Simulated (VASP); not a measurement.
Level of theory: PBEsol GGA, VASP's PBE PAW potentials (set 64) (plane waves; VASP).

Input for VASP

**POSCAR**
```
PbF2
1
    0.0000000000     2.9468787890     2.9468787890
    2.9468787890     0.0000000000     2.9468787890
    2.9468787890     2.9468787890     0.0000000000
Pb F
1 2
Direct
  0.0000000000   0.0000000000   0.0000000000
  0.2500000000   0.2500000000   0.2500000000
  0.7500000000   0.7500000000   0.7500000000
```

INCAR:
```
SYSTEM=PbF2
PREC=Accurate; ENCUT=520; LREAL=.FALSE.
LASPH=.TRUE.; NBANDS=54
EDIFF=1E-7; NELM=100; ALGO=Normal
LMAXMIX=4
ISMEAR=0; SIGMA=0.01
GGA=PS
LWAVE=.FALSE.; LCHARG=.FALSE.; NEDOS=1001
LOPTICS=.TRUE.; CSHIFT=0.1
```

**KPOINTS**
```
Automatic mesh
0
Gamma
10 10 10
0 0 0
```

POTCAR, in this order: Pb_d F (PBE.64 set). Program: vasp_std.

Task: What will the output report for the number of irreducible k-points (NKPTS), largest plane-wave count, number of space-group operations, FFT grid (NGX, NGY, NGZ)?

Result: 
```json
{
  "number of irreducible k-points (NKPTS)": "47",
  "largest_plane_wave_count": "1411",
  "number_of_space_group_operations": "48",
  "FFT grid (NGX, NGY, NGZ)": "32 × 32 × 32"
}
```

The compound is PbF2 in the fluorite structure, the β form. It was relaxed first.
